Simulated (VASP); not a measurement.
Output of a VASP run:

File OUTCAR:
```
 ion  position               nearest neighbor table
   1  0.000  0.000  0.000-   2 2.56   2 2.56   2 2.56   2 2.56   2 2.56   2 2.56
   2  0.500  0.500  0.500-   1 2.56   1 2.56   1 2.56   1 2.56   1 2.56   1 2.56
  LATTYP: Found a face centered cubic cell.
 ALAT       =     5.1161514134
 Subroutine PRICEL returns:
 Original cell was already a primitive cell.
 Subroutine GETGRP returns: Found 48 space group operations
The static configuration has the point symmetry O_h .
The dynamic configuration has the point symmetry O_h .
 Subroutine INISYM returns: Found 48 space group operations
 Subroutine IBZKPT returns following result:
 Found     35 irreducible k-points:

 Following reciprocal coordinates:
            Coordinates               Weight
  0.000000  0.000000  0.000000      1.000000
  0.111111  0.000000  0.000000      8.000000
  0.222222  0.000000  0.000000      8.000000
  0.333333  0.000000  0.000000      8.000000
  0.444444  0.000000  0.000000      8.000000
  0.111111  0.111111  0.000000      6.000000
  0.222222  0.111111  0.000000     24.000000
  0.333333  0.111111  0.000000     24.000000
  0.444444  0.111111  0.000000     24.000000
 -0.444444  0.111111  0.000000     24.000000
 -0.333333  0.111111  0.000000     24.000000
 -0.222222  0.111111  0.000000     24.000000
 -0.111111  0.111111  0.000000     12.000000
  0.222222  0.222222  0.000000      6.000000
  0.333333  0.222222  0.000000     24.000000
  0.444444  0.222222  0.000000     24.000000
 -0.444444  0.222222  0.000000     24.000000
 -0.333333  0.222222  0.000000     24.000000
 -0.222222  0.222222  0.000000     12.000000
  0.333333  0.333333  0.000000      6.000000
  0.444444  0.333333  0.000000     24.000000
 -0.444444  0.333333  0.000000     24.000000
 -0.333333  0.333333  0.000000     12.000000
  0.444444  0.444444  0.000000      6.000000
 -0.444444  0.444444  0.000000     12.000000
  0.333333  0.222222  0.111111     24.000000
  0.444444  0.222222  0.111111     48.000000
 -0.444444  0.222222  0.111111     48.000000
  0.444444  0.333333  0.111111     24.000000
 -0.444444  0.333333  0.111111     48.000000
 -0.333333  0.333333  0.111111     48.000000
 -0.222222  0.333333  0.111111     24.000000
 -0.444444  0.444444  0.111111     24.000000
 -0.333333  0.444444  0.111111     24.000000
 -0.333333  0.444444  0.222222     24.000000
   k-points           NKPTS =     35   k-points in BZ     NKDIM =     35   number of bands    NBANDS=      8
   number of dos      NEDOS =    301   number of ions     NIONS =      2
   total plane-waves  NPLWV =  21952
   dimension x,y,z NGX =    28 NGY =   28 NGZ =   28
   dimension x,y,z NGXF=    56 NGYF=   56 NGZF=   56
   ions per type =               1   1
   PREC   = accura    normal or accurate (medium, high low for compatibility)
   ISTART =      0    job   : 0-new  1-cont  2-samecut
   ICHARG =      2    charge: 1-file 2-atom 10-const
   ISPIN  =      1    spin polarized calculation?
   LNONCOLLINEAR =      F non collinear calculations
   LSORBIT =      F    spin-orbit coupling
   INIWAV =      1    electr: 0-lowe 1-rand  2-diag
   ENCUT  =  520.0 eV  38.22 Ry    6.18 a.u.   6.73  6.73  6.73*2*pi/ulx,y,z
   NELM   =    100;   NELMIN=  2; NELMDL= -5     # of ELM steps
   EDIFF  = 0.1E-06   stopping-criterion for ELM
   LREAL  =      F    real-space projection
   NLSPLINE    = F    spline interpolate recip. space projectors
   LMAXMIX     =    2 max onsite mixed and CHGCAR
   VOSKOWN=      0    Vosko Wilk Nusair interpolation
   EDIFFG = 0.1E-05   stopping-criterion for IOM
   NSW    =      0    number of steps for IOM
   NBLOCK =      1;   KBLOCK =      1    inner block; outer block
   IBRION =     -1    ionic relax: 0-MD 1-quasi-New 2-CG
   NFREE  =      0    steps in history (QN), initial steepest desc. (CG)
   ISIF   =      2    stress and relaxation
   ISYM   =      2    0-nonsym 1-usesym 2-fastsym
   TEIN   =    0.0    initial temperature
   TEBEG  =    0.0;   TEEND  =   0.0 temperature during run
...
```

### OSZICAR
```
       N       E                     dE             d eps       ncg     rms          rms(c)
DAV:   1     0.249463816072E+02    0.24946E+02   -0.37799E+03   576   0.820E+02
DAV:   2    -0.778539111007E+01   -0.32732E+02   -0.30699E+02   720   0.109E+02
DAV:   3    -0.885209253015E+01   -0.10667E+01   -0.10667E+01   704   0.271E+01
DAV:   4    -0.885644495473E+01   -0.43524E-02   -0.43524E-02   928   0.194E+00
DAV:   5    -0.885644788534E+01   -0.29306E-05   -0.29307E-05   712   0.483E-02    0.465E+00
DAV:   6    -0.850954914854E+01    0.34690E+00   -0.86411E-01   576   0.471E+00    0.368E+00
DAV:   7    -0.846915449774E+01    0.40395E-01   -0.23775E-01   728   0.264E+00    0.239E+00
DAV:   8    -0.846951725028E+01   -0.36275E-03   -0.12037E-02   656   0.931E-01    0.889E-01
DAV:   9    -0.846937591806E+01    0.14133E-03   -0.45365E-04   680   0.179E-01    0.251E-01
DAV:  10    -0.846941249929E+01   -0.36581E-04   -0.11463E-04   784   0.735E-02    0.133E-02
DAV:  11    -0.846941007123E+01    0.24281E-05   -0.18378E-05   688   0.226E-02    0.872E-03
DAV:  12    -0.846941007628E+01   -0.50509E-08   -0.35070E-07   808   0.518E-03
   1 F= -.84694101E+01 E0= -.84694101E+01  d E =-.104000E-12
```

OUTCAR:
```
------------------------ aborting loop because EDIFF is reached ----------------------------------------
  FORCE on cell =-STRESS in cart. coord.  units (eV):
  Direction    XX          YY          ZZ          XY          YZ          ZX
  --------------------------------------------------------------------------------------
  Total        1.0989623      1.0989623      1.0989623     -0.0000000     -0.0000000     -0.0000000
  in kB       52.5924232     52.5924232     52.5924232     -0.0000000     -0.0000000     -0.0000000
  external PRESSURE =      52.5924232 kB  Pullay stress =       0.0000000 kB
  volume of cell :       33.48
      direct lattice vectors                 reciprocal lattice vectors
     0.000000000  2.558075707  2.558075707    -0.195459422  0.195459422  0.195459422
     2.558075707  0.000000000  2.558075707     0.195459422 -0.195459422  0.195459422
     2.558075707  2.558075707  0.000000000     0.195459422  0.195459422 -0.195459422
 POSITION                                       TOTAL-FORCE (eV/Angst)
 -----------------------------------------------------------------------------------
      0.00000      0.00000      0.00000        -0.000000     -0.000000      0.000000
      2.55808      2.55808      2.55808         0.000000      0.000000     -0.000000
 -----------------------------------------------------------------------------------
    total drift:                                0.000000      0.000000      0.000000
  FREE ENERGIE OF THE ION-ELECTRON SYSTEM (eV)
  ---------------------------------------------------
  free  energy   TOTEN  =        -8.4694100763 eV

  energy  without entropy=       -8.4694100763  energy(sigma->0) =       -8.46941008
```
(Selected blocks of OUTCAR.)

File POSCAR:
```
MgS
1
    0.0000000000     2.5580757067     2.5580757067
    2.5580757067     0.0000000000     2.5580757067
    2.5580757067     2.5580757067     0.0000000000
Mg S
1 1
Direct
  0.0000000000   0.0000000000   0.0000000000
  0.5000000000   0.5000000000   0.5000000000
```

Question: Reconstruct the remaining input files.

Answer: Several could match; the one computed here: the input of the run itself, PBE GGA, plane waves, VASP's PBE PAW potentials (set 64).

**KPOINTS**
```
K-points
0
G
9 9 9
```

INCAR:
```
! general
SYSTEM=MgS
PREC  =Accurate
ENCUT =520   ! plane-wave cut-off (eV)
LREAL =F   ! projection in real space or not
LASPH =T   ! aspherical one-centre terms

! electronic loop
EDIFF =1E-7   ! SCF stop (eV)
NELM  =100
ALGO  =Normal   ! blocked Davidson

! smearing
ISMEAR=0
SIGMA =0.05   ! width (eV)

! functional
GGA   =PE

! ions
ISIF  =2   ! forces and stress, cell fixed

! output
LWAVE =F
LCHARG=F
```

POTCAR, in this order: Mg S (PBE.64 set). Program: vasp_std.

The compound is MgS in the rock salt structure. This cell is one point of a volume scan, at 0.94 of the reference volume.
